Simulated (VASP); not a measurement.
Data:

```xyz
3
Lattice="1.5830 -2.6597 0.0000 1.5830 2.6597 0.0000 0.0000 0.0000 3.5564" Properties=species:S:1:pos:R:3 pbc="T T T"
Zr     3.1661     0.0000     0.0000
B      1.5830     0.8866     1.7782
B      1.5830    -0.8866     1.7782
```

Calculation: r2SCAN meta-GGA, VASP's PBE PAW potentials (set 64) (plane waves; VASP 6.6.1). Run with 600 eV cut-off, 10×10×8 Γ-centred mesh, first-order Methfessel-Paxton smearing of 0.10 eV, potentials Zr_sv B.

### Question
What does the run give for the energy per atom (σ→0), pressure, band gap (on the k-mesh) with the smallest direct gap where there is one?

### Answer

```json
{
  "band gap (on the k-mesh)": "none (metal, semimetal or under 0.01 eV)",
  "energy per atom (σ→0)": "-13.527 eV/atom",
  "pressure": "8.26 GPa"
}
```

Only differences to runs with the same potentials and settings are physical.

The compound is ZrB2 in the AlB2 type structure. This cell was strained or had an atom moved on purpose.
